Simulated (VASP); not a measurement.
Input:

```
WC
1.0
    2.91275     0.00000     0.00000
   -1.45638     2.52252     0.00000
    0.00000     0.00000     2.83791
W C
1 1
Direct
  0.00000   0.00000   0.00000
  0.66667   0.33333   0.50000
```

Computed with r2SCAN+rVV10, VASP's PBE PAW potentials (set 64) (plane waves; VASP). Numerical set-up: 520 eV cut-off, 16×16×14 Γ-centred mesh, tetrahedra with Blöchl corrections, potentials W_sv C.

Task: Give the energies of bands 6 to 12 at the high-symmetry points, in eV from the Fermi level.

Result: 
```
band      Γ      M      K      A      L      H
----  -----  -----  -----  -----  -----  -----
6     -4.42  -7.28  -6.78  -8.95  -6.66  -7.37
7     -3.43  -3.67  -4.66  -2.05  -4.43  -5.59
8     -3.43  -3.64  -3.52  -2.05  -4.32  -1.69
9      0.16  -0.47   0.79  -0.53   0.25  -0.69
10     3.45   2.53   1.05  -0.53   4.62   4.60
11     3.45   4.75   2.19   3.88   5.51   6.67
12     5.99   5.12   3.46   4.87   6.98   7.93
```

It has no gap at this level: it comes out as a metal or semimetal.

The structure comes from a measured WC entry (P-6m2) of the Crystallography Open Database, whose conditions weren't checked. It was relaxed first.
